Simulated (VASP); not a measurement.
# CdS (Greenockite): GW quasiparticle gap

Aim: the quasiparticle gap of CdS (Greenockite), and what it costs to get it. The cell is of the wurtzite type, one of the forms listed for this formula. The start is a cell from a database of measured crystal structures.

Method: PBE; plane waves and PAW (Cd_GW, S_GW), in the first sound run; inputs show where later runs differ, in VASP 6.6.1.

This is a report of a sequence of runs, with most program output left out.

### Step 1. Starting point

It takes space group P6_3mc (No. 186, hexagonal). Conventional cell: a = 4.137 Å, b = 4.137 Å, c = 6.714 Å, α = 90.00°, β = 90.00°, γ = 120.00°. Nearest to Cd lie 4 S at 2.52 to 2.53 Å. Nearest to S lie 4 Cd at 2.52 to 2.53 Å. Farther neighbours and most contacts between anions are not listed.

As a file:

```xyz
4
Lattice="4.1370 0.0000 0.0000 -2.0685 3.5827 0.0000 0.0000 0.0000 6.7144" Properties=species:S:1:pos:R:3 pbc="T T T"
Cd    2.0685    1.1942    0.0000
Cd    0.0000    2.3885    3.3572
S     2.0685    1.1942    2.5179
S     0.0000    2.3885    5.8751
```

### Step 2. Ground state

The orbitals come from a self-consistent PBE run with a tight EDIFF and a narrow smearing. KPOINTS_OPT adds the bands along a path, which shows whether the mesh holds the band edges.

INCAR

```
SYSTEM = CdS
PREC = Accurate
ENCUT = 330
EDIFF = 1E-08
NELM = 100
ISMEAR = 0
SIGMA = 0.01
LREAL = .FALSE.
ALGO = Normal
GGA = PE
NBANDS = 24
LORBIT = 11
LWAVE = .TRUE.
LCHARG = .FALSE.
KPAR = 8
```

POSCAR

```
CdS
1.0
    4.1370000000      0.0000000000      0.0000000000
   -2.0685000000      3.5827470955      0.0000000000
    0.0000000000      0.0000000000      6.7144000000
Cd S
2 2
Direct
    0.6666666667      0.3333333333      0.0000000000
    0.3333333333      0.6666666667      0.5000000000
    0.6666666667      0.3333333333      0.3750000000
    0.3333333333      0.6666666667      0.8750000000
```

KPOINTS

```
Automatic mesh
0
Gamma
6 6 4
0 0 0
```

KPOINTS_OPT

```
Line mode
12
Line-mode
Reciprocal
  0.00000000   0.00000000   0.00000000 GAMMA
  0.50000000   0.00000000   0.00000000 M

  0.50000000   0.00000000   0.00000000 M
  0.33333333   0.33333333   0.00000000 K

  0.33333333   0.33333333   0.00000000 K
  0.00000000   0.00000000   0.00000000 GAMMA

  0.00000000   0.00000000   0.00000000 GAMMA
  0.00000000   0.00000000   0.50000000 A

  0.00000000   0.00000000   0.50000000 A
  0.50000000   0.00000000   0.50000000 L

  0.50000000   0.00000000   0.50000000 L
  0.33333333   0.33333333   0.50000000 H

  0.33333333   0.33333333   0.50000000 H
  0.00000000   0.00000000   0.50000000 A

  0.50000000   0.00000000   0.50000000 L
  0.50000000   0.00000000   0.00000000 M

  0.33333333   0.33333333   0.00000000 K
  0.33333333   0.33333333   0.50000000 H
```

PAW data sets: Cd_GW and S_GW (PBE family, release 64).

The run is started by

```bash
> mpirun -np 8 vasp_std
```

Wall time 17 s (8 MPI ranks of Intel Xeon Platinum 8488C (Sapphire Rapids), shared host); peak memory 1.7 GiB; 2 min of CPU time.

This step gave:

| Property | Result |
| --- | --- |
| free energy (TOTEN) | -12.32 eV |
| Fermi energy | 2.713 eV |
| pressure | 2.268 GPa |
| least gap on mesh and path | 1.211 eV |
| least direct gap on mesh and path | 1.211 eV |

The highest empty bands on the path are converged less tightly, to about 0.1 eV. Electronic bands along the path, in eV, zero at the valence-band top; v1 is the highest filled band, c1 the lowest empty one:

```
          point     v4     v3     v2     v1    c1    c2    c3    c4
              Γ  -0.77  -0.04   0.00   0.00  1.21  2.80  6.46  6.46
0.45 of the way  -1.74  -1.29  -0.42  -0.32  2.83  3.95  5.53  6.51
              M  -2.66  -1.88  -1.30  -0.74  3.72  3.88  5.11  6.40
0.55 of the way  -2.74  -2.19  -1.48  -1.26  4.41  4.80  4.90  6.48
              K  -3.09  -1.86  -1.86  -1.62  4.64  5.10  5.10  7.16
0.55 of the way  -2.16  -1.51  -0.55  -0.53  3.19  4.38  5.55  5.97
              Γ  -0.77  -0.04   0.00   0.00  1.21  2.80  6.46  6.46
0.45 of the way  -0.68  -0.68  -0.10  -0.10  2.00  2.86  6.36  6.52
              A  -0.40  -0.40  -0.40  -0.40  2.86  2.86  6.18  6.18
0.45 of the way  -1.28  -1.28  -0.83  -0.83  3.81  3.81  5.42  5.42
              L  -1.34  -1.34  -1.33  -1.33  3.48  3.48  5.39  5.39
0.55 of the way  -2.03  -2.03  -1.17  -1.17  4.08  4.08  5.78  5.78
              H  -2.42  -2.42  -1.12  -1.12  4.40  4.40  6.09  6.09
0.45 of the way  -1.43  -1.43  -1.24  -1.24  4.19  4.19  5.48  5.48
              A  -0.40  -0.40  -0.40  -0.40  2.86  2.86  6.18  6.18
      jump to L  -1.34  -1.34  -1.33  -1.33  3.48  3.48  5.39  5.39
0.45 of the way  -2.07  -1.70  -1.10  -0.96  3.30  3.90  5.56  5.61
              M  -2.66  -1.88  -1.30  -0.74  3.72  3.88  5.11  6.40
      jump to K  -3.09  -1.86  -1.86  -1.62  4.64  5.10  5.10  7.16
0.55 of the way  -2.87  -1.91  -1.43  -1.43  4.74  4.74  5.16  6.69
              H  -2.42  -2.42  -1.12  -1.12  4.40  4.40  6.09  6.09
```

Of the projections kept (Cd, S), the largest for each band there; the rest of the weight can lie on other orbitals:

```
point      v4      v3      v2      v1       c1       c2       c3       c4
    Γ  S 0.75  S 0.77  S 0.77  S 0.77  Cd 0.57  Cd 0.69  Cd 0.76  Cd 0.76
    M  S 0.67  S 0.74  S 0.70  S 0.75  Cd 0.56  Cd 0.72  Cd 0.51   S 0.59
    K  S 0.71  S 0.69  S 0.69  S 0.70  Cd 0.68  Cd 0.50  Cd 0.50   S 0.72
    Γ  S 0.75  S 0.77  S 0.77  S 0.77  Cd 0.57  Cd 0.69  Cd 0.76  Cd 0.76
    A  S 0.75  S 0.75  S 0.75  S 0.75  Cd 0.54  Cd 0.54  Cd 0.50  Cd 0.50
    L  S 0.74  S 0.74  S 0.72  S 0.72  Cd 0.67  Cd 0.67  Cd 0.64  Cd 0.64
```

The cell has a gap of 1.21 eV on mesh and path and a pressure of +2.3 GPa, which holds the misfit of the given cell and coordinates with this functional, and any error of cutoff, mesh and data sets. Spin-orbit coupling is left out, which can shift or reorder these edges. Forces of up to 0.071 eV/Å remain in these settings.

### Step 3. Empty bands

ALGO = Exact makes the empty bands from the converged ground state in one step. LOPTICS writes the k-derivatives of the orbitals (WAVEDER), which give the long-wavelength limit of the screening.

INCAR

```
SYSTEM = CdS
PREC = Accurate
ENCUT = 330
ISMEAR = 0
SIGMA = 0.01
LREAL = .FALSE.
GGA = PE
NBANDS = 232
ALGO = Exact
NELM = 1
LWAVE = .TRUE.
LCHARG = .FALSE.
LOPTICS = .TRUE.
NEDOS = 1000
CSHIFT = 0.1
```

POSCAR is that of step 2.

KPOINTS is that of step 2.

The run is started by

```bash
> mpirun -np 8 vasp_std
```

It took 17 s on 8 MPI ranks; peak memory 2.1 GiB; 2.1 min of CPU time.

The gap is read on the k-mesh alone, so it is an upper bound where the band edges lie off the mesh.

This step gave:

```yaml
gap_on_the_k_mesh: 1.211 eV
least_direct_gap_on_the_k_mesh: 1.211 eV
```

WAVECAR now holds 232 bands for 36 electrons. Its independent-particle dielectric tensor has xx, yy, zz = 7.0, 7.0, 6.9 on this mesh, which isn't tested for convergence in mesh or bands and lacks local fields.

### Step 4. G0W0, ENCUTGW 100, bands in the sums 232

This step: G0W0 on PBE; plane waves and PAW (Cd_GW, S_GW) (VASP 6.6.1).

G0W0 keeps orbitals and screening fixed and shifts each of the lowest NBANDSGW levels once.

INCAR

```
SYSTEM = CdS
PREC = Accurate
ENCUT = 330
ISMEAR = 0
SIGMA = 0.01
LREAL = .FALSE.
GGA = PE
NBANDS = 232
ALGO = EVGW0
NELMGW = 1
ENCUTGW = 100
NOMEGA = 48
PRECFOCK = Fast
NBANDSGW = 32
LWAVE = .FALSE.
LCHARG = .FALSE.
```

POSCAR is that of step 3.

KPOINTS is that of step 3.

The run is started by

```bash
> mpirun -np 8 vasp_std
```

It took 7.5 min on 8 MPI ranks; peak memory 3.2 GiB; 60 min of CPU time.

This step gave:

| Property | Result |
| --- | --- |
| quasiparticle gap on the mesh | 2.061 eV |
| smallest direct quasiparticle gap on the mesh | 2.061 eV |
| gap of the starting orbitals on the mesh | 1.211 eV |

GW takes the gap from 1.211 to 2.061 eV. Spin-orbit coupling is left out. The value holds for 232 bands, ENCUTGW = 100 eV and this mesh, and isn't shown to be converged in them.

### Step 5. Empty bands

This step: PBE; plane waves and PAW (Cd_GW, S_GW) (VASP 6.6.1).

The empty bands are made again, for the run that follows.

INCAR

```
SYSTEM = CdS
PREC = Accurate
ENCUT = 330
ISMEAR = 0
SIGMA = 0.01
LREAL = .FALSE.
GGA = PE
NBANDS = 376
ALGO = Exact
NELM = 1
LWAVE = .TRUE.
LCHARG = .FALSE.
LOPTICS = .TRUE.
NEDOS = 1000
CSHIFT = 0.1
```

POSCAR is that of step 4.

KPOINTS is that of step 4.

The run is started by

```bash
> mpirun -np 8 vasp_std
```

Run time: 18 s. Hardware: 8 MPI ranks; peak memory 2.2 GiB; 2.2 min of CPU time.

WAVECAR now holds 376 bands for 36 electrons.

### Step 6. G0W0, ENCUTGW 140, bands in the sums 376

This step: G0W0 on PBE; plane waves and PAW (Cd_GW, S_GW) (VASP 6.6.1).

ENCUTGW rises to 140 eV and the bands with it, to about the number of plane waves under that cutoff.

INCAR

```
SYSTEM = CdS
PREC = Accurate
ENCUT = 330
ISMEAR = 0
SIGMA = 0.01
LREAL = .FALSE.
GGA = PE
NBANDS = 376
ALGO = EVGW0
NELMGW = 1
ENCUTGW = 140
NOMEGA = 48
PRECFOCK = Fast
NBANDSGW = 32
LWAVE = .FALSE.
LCHARG = .FALSE.
```

POSCAR is that of step 5.

KPOINTS is that of step 5.

The run is started by

```bash
> mpirun -np 8 vasp_std
```

The job ended after 14 min (8 MPI ranks; peak memory 4.6 GiB; 1.9 h of CPU time).

The gap is now 2.094 eV, +34 meV against the GW run before. Spin-orbit coupling is left out.

### Step 7. Empty bands

This step: PBE; plane waves and PAW (Cd_GW, S_GW) (VASP 6.6.1).

INCAR

```
SYSTEM = CdS
PREC = Accurate
ENCUT = 330
ISMEAR = 0
SIGMA = 0.01
LREAL = .FALSE.
GGA = PE
NBANDS = 552
ALGO = Exact
NELM = 1
LWAVE = .TRUE.
LCHARG = .FALSE.
LOPTICS = .TRUE.
NEDOS = 1000
CSHIFT = 0.1
```

POSCAR is that of step 6.

KPOINTS is that of step 6.

The run is started by

```bash
> mpirun -np 8 vasp_std
```

It took 19 s on 8 MPI ranks; peak memory 2.2 GiB; 2.4 min of CPU time.

WAVECAR now holds 552 bands for 36 electrons.

### Step 8. G0W0, ENCUTGW 180, bands in the sums 552

This step: G0W0 on PBE; plane waves and PAW (Cd_GW, S_GW) (VASP 6.6.1).

ENCUTGW rises to 180 eV and the bands with it, to about the number of plane waves under that cutoff.

INCAR

```
SYSTEM = CdS
PREC = Accurate
ENCUT = 330
ISMEAR = 0
SIGMA = 0.01
LREAL = .FALSE.
GGA = PE
NBANDS = 552
ALGO = EVGW0
NELMGW = 1
ENCUTGW = 180
NOMEGA = 48
PRECFOCK = Fast
NBANDSGW = 32
LWAVE = .FALSE.
LCHARG = .FALSE.
```

POSCAR is that of step 7.

KPOINTS is that of step 7.

The run is started by

```bash
> mpirun -np 8 vasp_std
```

The job ended after 28 min (8 MPI ranks; peak memory 6.8 GiB; 3.7 h of CPU time).

The gap is now 2.127 eV, +33 meV against the GW run before. Spin-orbit coupling is left out.

### Step 9. Empty bands

This step: PBE; plane waves and PAW (Cd_GW, S_GW) (VASP 6.6.1).

INCAR

```
SYSTEM = CdS
PREC = Accurate
ENCUT = 330
ISMEAR = 0
SIGMA = 0.01
LREAL = .FALSE.
GGA = PE
NBANDS = 744
ALGO = Exact
NELM = 1
LWAVE = .TRUE.
LCHARG = .FALSE.
LOPTICS = .TRUE.
NEDOS = 1000
CSHIFT = 0.1
```

POSCAR is that of step 8.

KPOINTS is that of step 8.

The run is started by

```bash
> mpirun -np 8 vasp_std
```

Wall time 21 s (8 MPI ranks); peak memory 2.3 GiB.

WAVECAR now holds 744 bands for 36 electrons.

### Step 10. G0W0, ENCUTGW 220, bands in the sums 744

This step: G0W0 on PBE; plane waves and PAW (Cd_GW, S_GW) (VASP 6.6.1).

ENCUTGW rises to 220 eV and the bands with it, to about the number of plane waves under that cutoff.

INCAR

```
SYSTEM = CdS
PREC = Accurate
ENCUT = 330
ISMEAR = 0
SIGMA = 0.01
LREAL = .FALSE.
GGA = PE
NBANDS = 744
ALGO = EVGW0
NELMGW = 1
ENCUTGW = 220
NOMEGA = 48
PRECFOCK = Fast
NBANDSGW = 32
LWAVE = .FALSE.
LCHARG = .FALSE.
```

POSCAR is that of step 9.

KPOINTS is that of step 9.

The run is started by

```bash
> mpirun -np 8 vasp_std
```

Elapsed: 49 min, on 8 MPI ranks; peak memory 9.5 GiB.

The gap is now 2.143 eV, +15 meV against the GW run before. Spin-orbit coupling is left out.

### Step 11. Summary

This step: GW series: G0W0 on PBE; plane waves and PAW (VASP 6.6.1).

Derived from the runs above.

This step gave:

```yaml
gap_extrapolated_to_a_complete_basis: 2.194 eV
direct_gap_extrapolated_to_a_complete_basis: 2.194 eV
```

Cost is wall time times ranks on a shared host, with the step that makes the empty bands. GW runs:

```
level  bands  ENCUTGW (eV)  NOMEGA  k mesh  starting gap (eV)  quasiparticle gap (eV)  direct gap (eV)  cost (core minutes)
 G0W0    232           100      48   6x6x4              1.211                   2.061            2.061                62.39
 G0W0    376           140      48   6x6x4              1.211                   2.094            2.094                114.5
 G0W0    552           180      48   6x6x4              1.211                   2.127            2.127                222.6
 G0W0    744           220      48   6x6x4              1.211                   2.143            2.143                392.3
```

### Step 12. Summary of results

| Property | Result |
| --- | --- |
| G0W0 on PBE, 744 bands, ENCUTGW 220 eV, NOMEGA 48, mesh 6×6×4 | 1.211 → 2.143 eV |
| G0W0 on PBE, 232 bands, ENCUTGW 100 eV, NOMEGA 48, mesh 6×6×4 | 1.211 → 2.061 eV |
| gap at a complete basis (linear in ENCUTGW^-3/2) | 2.19 eV |

**Reading.** G0W0 gives a quasiparticle gap of 2.143 eV on the mesh, 0.93 eV over the PBE gap on the same mesh. On mesh and path the starting valence top lies at Γ and the conduction bottom at Γ, so the starting gap is direct. Both points lie on the GW mesh. The steps of the series move the gap by +34, +33, +15 meV; the last costs 1.8 times the one before. The last step lies within a tolerance of 30 meV, picked for this account, and the last two together move the gap by +49 meV. Extrapolated from the last three points to a complete basis, the gap is 2.19 eV, +52 meV from the dearest run. The extrapolation removes the error of the response basis alone, at this mesh, ENCUT and data set. In Cd_GW the d shell is in the valence without all the semicore s and p states of the same shell; those stay frozen in the core, and how far that moves the GW gap wasn't tested here. Spin-orbit coupling is left out; with Cd in the cell it can split or shift band edges, by an amount that depends on which atoms form them and isn't tested here. Not tabulated here, as repeats of values shown or as unfit to read for their mesh, reference level or band range: eps2 curves (empty bands); eps1 curves and static values (empty bands); gaps (empty bands).

[Lines on the potential files, build, host, timing and source positions are cut from VASP's logs without a mark.]

[Logs are printed without paths, hosts, clocks, repeated set-up lines and the standing remarks that a program may print on its own settings, such as how far it seeks lower states.]

[Hosts, paths, dates, database ids (printed as entryN), source tags and the programs' standing remarks are cut or masked in the printed files.]

[Pressures printed for these runs are not shown converged in the cutoff: they can be off by several GPa and have the wrong sign.]
